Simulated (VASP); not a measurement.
Write the native input for VASP 6.6.1 that does the following.

```yaml
Task: density of states
Functional: PBE
Potentials_or_basis: VASP PAW PBE potentials, release 64 (In_d, Te, O)
Cutoff: 520 eV
k_mesh: 8 × 8 × 2
Occupations: gaussian, width 0.1 eV
Spin: no spin polarisation
k_mesh_for_the_DOS: 12 × 12 × 3
Occupations_for_the_DOS: tetrahedron
Further_INCAR_settings: ALGO = Normal; EDIFF = 1e-07; NBANDS = 55
```

The system is In2Te2O.

```
CELL_PARAMETERS angstrom
3.94875 0.00000 0.00000
0.00000 3.94875 0.00000
0.00000 0.00000 17.01284
ATOMIC_POSITIONS crystal
In 0.00000 0.50000 0.66487
In 0.50000 0.00000 0.93825
In 0.00000 0.50000 0.06175
In 0.50000 0.00000 0.33513
Te 0.00000 0.50000 0.83186
Te 0.50000 0.00000 0.60212
Te 0.50000 0.00000 0.16814
Te 0.00000 0.50000 0.39788
O 0.00000 0.00000 0.00000
O 0.50000 0.50000 0.00000
```

The cell was built by a generator and needn't be a form met in nature.

These files were run (other wordings do the same):

POSCAR

```
In2Te2O
1.0
    3.9487500000      0.0000000000      0.0000000000
    0.0000000000      3.9487500000      0.0000000000
    0.0000000000      0.0000000000     17.0128400000
In Te O
4 4 2
Direct
    0.0000000000      0.5000000000      0.6648710000
    0.5000000000      0.0000000000      0.9382500000
    0.0000000000      0.5000000000      0.0617500000
    0.5000000000      0.0000000000      0.3351290000
    0.0000000000      0.5000000000      0.8318550000
    0.5000000000      0.0000000000      0.6021170000
    0.5000000000      0.0000000000      0.1681450000
    0.0000000000      0.5000000000      0.3978830000
    0.0000000000      0.0000000000      0.0000000000
    0.5000000000      0.5000000000      0.0000000000
```

INCAR.step1

```
SYSTEM = In2Te2O
PREC = Accurate
ENCUT = 520
EDIFF = 1E-7
ISMEAR = 0
SIGMA = 0.1
LREAL = .FALSE.
LASPH = .TRUE.
NELM = 60
ALGO = Normal
ISIF = 2
LWAVE = .FALSE.
LCHARG = .TRUE.
GGA = PE
NBANDS = 55
KPAR = 4
```

KPOINTS.step1

```
Automatic mesh
0
G
  8 8 2
  0 0 0
```

INCAR.step2

```
SYSTEM = In2Te2O
PREC = Accurate
ENCUT = 520
EDIFF = 1E-7
ISMEAR = -5
SIGMA = 0.1
LREAL = .FALSE.
LASPH = .TRUE.
NELM = 60
ALGO = Normal
ISIF = 2
LWAVE = .FALSE.
LCHARG = .FALSE.
GGA = PE
LORBIT = 11
NBANDS = 55
KPAR = 4
NEDOS = 1001
ICHARG = 11
```

KPOINTS.step2

```
Automatic mesh
0
G
  12 12 3
  0 0 0
```

Potentials or basis: VASP PAW PBE potentials, release 64 (In_d, Te, O).

The run is started by

```console
$ cat potpaw_PBE.64/In_d/POTCAR potpaw_PBE.64/Te/POTCAR potpaw_PBE.64/O/POTCAR > POTCAR
$ cp INCAR.step1 INCAR
$ cp KPOINTS.step1 KPOINTS
$ mpirun -np 4 vasp_std > vasp.out
$ cp INCAR.step2 INCAR
$ cp KPOINTS.step2 KPOINTS
$ mpirun -np 4 vasp_std > vasp.out
```

It gave:

```yaml
Valence_electrons_inside_the_program's_atomic_spheres: In 11.32, 11.18; Te 3.32, 3.39; O 4.97
```

Wall time 3.2 min on 4 MPI ranks on Intel(R) Xeon(R) 6975P-C (Granite Rapids), with other jobs on the host, peak memory 0.75 GiB a rank.
